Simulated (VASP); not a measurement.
**AlGa₃Sb₄ (ordered alloy cell): computed properties**

All values below come from PBEsol GGA, VASP's PBE PAW potentials (set 64) (plane waves; VASP).

* **space group**: R3m (160)
* **cell**: a = b = 4.3320 Å, c = 42.3783 Å, α = β = 90.00°, γ = 120.00°
* **volume per atom**: 28.70 Å^3/atom
* **band gap (over mesh and band path)**: 0.18 eV
* **smallest direct gap (over mesh and band path)**: 0.18 eV
* **band-edge character**: direct, Γ to Γ
* **density**: 5.23 g/cm³

```
CELL_PARAMETERS angstrom
      0.00000     3.06316     3.06316
      3.06316     0.00000     3.06316
     12.23992    12.23992     0.01274
ATOMIC_POSITIONS crystal
  Ga 0.99899 0.99899 0.00076
  Ga 0.99984 0.99984 0.25012
  Ga 0.00091 0.00091 0.49931
  Sb 0.24973 0.24973 0.06270
  Sb 0.25044 0.25044 0.31217
  Sb 0.25148 0.25148 0.56139
  Sb 0.24891 0.24891 0.81331
  Al 0.99970 0.99970 0.75023
```

Unless said otherwise, spin-orbit coupling is left out, though it shifts the bands of the heavy elements here.

The structure was generated: AlGa3Sb4 was put into an ordered model structure (R3m), which need not be its known phase. It was relaxed first. Symmetry was kept, so distortions that lower it aren't found.
